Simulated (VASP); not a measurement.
Computed with PBEsol GGA, VASP's PBE PAW potentials (set 64) (plane waves; VASP).

VASP input:

KPOINTS:
```
k-points along high-symmetry lines
12
Line-mode
Reciprocal
  0.000000   0.000000   0.000000 ! GAMMA
  0.000000   0.000000  -0.500000 ! T

  0.000000   0.000000  -0.500000 ! T
 -0.328125   0.328125  -0.500000 ! H_2

 -0.343750   0.328125  -0.187500 ! H_0
  0.000000   0.500000   0.500000 ! L

  0.000000   0.500000   0.500000 ! L
  0.000000   0.000000   0.000000 ! GAMMA

  0.000000   0.000000   0.000000 ! GAMMA
 -0.335937   0.335937   0.000000 ! S_0

 -0.335937   0.328125  -0.343750 ! S_2
 -0.500000   0.000000  -1.000000 ! F

 -0.500000   0.000000  -1.000000 ! F
  0.000000   0.000000   0.000000 ! GAMMA
```

**INCAR**
```
SYSTEM = Al3Pd
PREC = Accurate; ENCUT = 400; LREAL = .FALSE.
LASPH = .TRUE.; ICHARG = 11
EDIFF = 1E-7; NELM = 100; ALGO = Normal
LMAXMIX = 4
ISMEAR = 0; SIGMA = 0.05
GGA = PS
LWAVE = .FALSE.; LCHARG = .FALSE.; LORBIT = 11
```

**POSCAR**
```
Al3Pd
1
    0.0000000000     2.0754902583     2.0754902583
    2.0754902583     0.0000000000     2.0754902583
    7.5537944894     7.5537944894     0.7481665435
Pd Al
1 3
Direct
  0.0000000000   0.0000000000   0.0000000000
  0.0202461585   0.0202461585   0.2348153811
  0.0000000000   0.0000000000   0.5000000000
  0.9797538415   0.9797538415   0.7651846189
```

POTCAR, in this order: Pd Al (PBE.64 set). Program: vasp_std. Read from the step before: CHGCAR.

The resulting files:

OUTCAR:
```
 ion  position               nearest neighbor table
   1  0.000  0.000  0.000-   2 2.58   4 2.58   4 2.58   4 2.58   2 2.58   2 2.58
   2  0.020  0.020  0.235-   1 2.58   1 2.58   1 2.58   3 2.78   3 2.78   3 2.78
   3  0.000  0.000  0.500-   2 2.78   2 2.78   4 2.78   4 2.78   2 2.78   4 2.78
   4  0.980  0.980  0.765-   1 2.58   1 2.58   1 2.58   3 2.78   3 2.78   3 2.78
  LATTYP: Found a trigonal (rhomboedric) cell.
 ALAT       =     8.4618424372
 COS(alpha) =     0.9398394871
 Subroutine PRICEL returns:
 Original cell was already a primitive cell.
 Subroutine GETGRP returns: Found 12 space group operations
The static configuration has the point symmetry D_3d.
The dynamic configuration has the point symmetry D_3d.
 Subroutine INISYM returns: Found 12 space group operations
   k-points           NKPTS =     84   k-points in BZ     NKDIM =     84   number of bands    NBANDS=     13
   number of dos      NEDOS =    301   number of ions     NIONS =      4
   total plane-waves  NPLWV =  28000
   dimension x,y,z NGX =    20 NGY =   20 NGZ =   70
   dimension x,y,z NGXF=    40 NGYF=   40 NGZF=  140
   ions per type =               1   3
   PREC   = accura    normal or accurate (medium, high low for compatibility)
   ISTART =      0    job   : 0-new  1-cont  2-samecut
   ICHARG =     11    charge: 1-file 2-atom 10-const
   ISPIN  =      1    spin polarized calculation?
   LNONCOLLINEAR =      F non collinear calculations
   LSORBIT =      F    spin-orbit coupling
   INIWAV =      1    electr: 0-lowe 1-rand  2-diag
   ENCUT  =  400.0 eV  29.40 Ry    5.42 a.u.   4.79  4.79 17.46*2*pi/ulx,y,z
   NELM   =    100;   NELMIN=  2; NELMDL= -5     # of ELM steps
   EDIFF  = 0.1E-06   stopping-criterion for ELM
   LREAL  =      F    real-space projection
   NLSPLINE    = F    spline interpolate recip. space projectors
   LMAXMIX     =    4 max onsite mixed and CHGCAR
   VOSKOWN=      0    Vosko Wilk Nusair interpolation
   EDIFFG = 0.1E-05   stopping-criterion for IOM
   NSW    =      0    number of steps for IOM
   NBLOCK =      1;   KBLOCK =      1    inner block; outer block
   IBRION =     -1    ionic relax: 0-MD 1-quasi-New 2-CG
   NFREE  =      0    steps in history (QN), initial steepest desc. (CG)
   ISIF   =      2    stress and relaxation
   ISYM   =      2    0-nonsym 1-usesym 2-fastsym
   TEIN   =    0.0    initial temperature
   TEBEG  =    0.0;   TEEND  =   0.0 temperature during run
   SMASS  =  -3.00    Nose mass-parameter (am)
   PSTRESS=    0.0 pullay stress
   NELECT =      19.0000    total number of electrons
   EFERMI =   0.00;   METHOD = LEGACY
   ISMEAR =     0;   SIGMA  =   0.05  broadening in eV -4-tet -1-fermi 0-gaus
   IALGO  =     38    algorithm
   LDIAG  =      T    sub-space diagonalisation (order eigenvalues)
   IMIX   =      4    mixing-type and parameters
     AMIX     =   0.40;   BMIX     =  1.00
     AMIX_MAG =   1.60;   BMIX_MAG =  1.00
     AMIN     =   0.10
   GGA     = PS    functional components
   VOSKOWN =     0    Vosko Wilk Nusair interpolation
   LHFCALC =     F    Hartree Fock is set to
   LHFONE  =     F    Hartree Fock one center treatment
   AEXX    =    0.0000 exact exchange contribution
   IVDW    =     0    specifies the selected vdW correction
   LEPSILON=     F    determine dielectric tensor
   LRPA    =     F    only Hartree local field effects (RPA)
  energy-cutoff  :      400.00
  volume of cell :       61.86
      direct lattice vectors                 reciprocal lattice vectors
     0.000000000  2.075490258  2.075490258    -0.253458870  0.228355003  0.253458870
     2.075490258  0.000000000  2.075490258     0.228355003 -0.253458870  0.253458870
     7.553794489  7.553794489  0.748166544     0.069640684  0.069640684 -0.069640684
 k-point     1 :   0.0000 0.0000 0.0000  plane waves:    1143
 k-point     2 :   0.0000 0.0000-0.0455  plane waves:    1137
 k-point     3 :   0.0000 0.0000-0.0909  plane waves:    1131
 k-point     4 :   0.0000 0.0000-0.1364  plane waves:    1134
 k-point     5 :   0.0000 0.0000-0.1818  plane waves:    1131
 k-point     6 :   0.0000 0.0000-0.2273  plane waves:    1131
 k-point     7 :   0.0000 0.0000-0.2727  plane waves:    1137
...
```

**OSZICAR**
```
       N       E                     dE             d eps       ncg     rms          rms(c)
DAV:   1     0.477068372260E+02    0.47707E+02   -0.64608E+03  2184   0.948E+02
DAV:   2    -0.209289432161E+02   -0.68636E+02   -0.65070E+02  2442   0.186E+02
DAV:   3    -0.229647919975E+02   -0.20358E+01   -0.20008E+01  2837   0.313E+01
DAV:   4    -0.229842124580E+02   -0.19420E-01   -0.19415E-01  2614   0.329E+00
DAV:   5    -0.229844789558E+02   -0.26650E-03   -0.26649E-03  2819   0.406E-01
DAV:   6    -0.229844848318E+02   -0.58760E-05   -0.58769E-05  2717   0.601E-02
DAV:   7    -0.229844850167E+02   -0.18493E-06   -0.18395E-06  2821   0.999E-03
DAV:   8    -0.229844850219E+02   -0.51534E-08   -0.67737E-08  2103   0.175E-03
   1 F= -.22984485E+02 E0= -.22983824E+02  d E =-.132176E-02
```

**OUTCAR**
```
 val. band max:        8.7295589403   @ k =  -0.3438   0.3281  -0.1875

 cond. band min:       8.7925446939   @ k =  -0.3658   0.2685  -0.4631



 k-point     1 :       0.0000    0.0000    0.0000
  band No.  band energies     occupation
      1      -1.9674      2.00000
      2       0.0373      2.00000
      3       0.8776      2.00000
      4       3.7837      2.00000
      5       5.3727      2.00000
      6       5.3727      2.00000
      7       6.1622      2.00000
      8       6.1622      2.00000
      9       6.3132      2.00000
     10       9.0101      0.00000
     11      16.3928      0.00000
     12      18.7864      0.00000
     13      18.8317      0.00000

 k-point     2 :       0.0000    0.0000   -0.0455
  band No.  band energies     occupation
      1      -1.9634      2.00000
      2      -0.0014      2.00000
      3       0.9241      2.00000
      4       3.7797      2.00000
      5       5.3727      2.00000
      6       5.3727      2.00000
      7       6.1622      2.00000
      8       6.1622      2.00000
      9       6.2746      2.00000
     10       9.0579      0.00000
     11      16.3275      0.00000
     12      18.7878      0.00000
     13      18.8465      0.00000

 k-point     3 :       0.0000    0.0000   -0.0909
  band No.  band energies     occupation
      1      -1.9514      2.00000
      2      -0.0983      2.00000
      3       1.0443      2.00000
      4       3.7674      2.00000
      5       5.3728      2.00000
      6       5.3728      2.00000
      7       6.1622      2.00000
      8       6.1622      2.00000
      9       6.1676      2.00000
     10       9.1928      0.00000
     11      16.1477      0.00000
     12      18.7939      0.00000
     13      18.7957      0.00000

 k-point     4 :       0.0000    0.0000   -0.1364
  band No.  band energies     occupation
      1      -1.9317      2.00000
      2      -0.2230      2.00000
      3       1.2080      2.00000
      4       3.7456      2.00000
...
```

The density is held fixed in this step, so its total energy and stress have no physical meaning.

The structure was generated: Al3Pd was put into an ordered model structure (R-3m), which need not be its known phase. It was relaxed first. The electron count is odd and the run is not spin-polarised, which forces a metal.
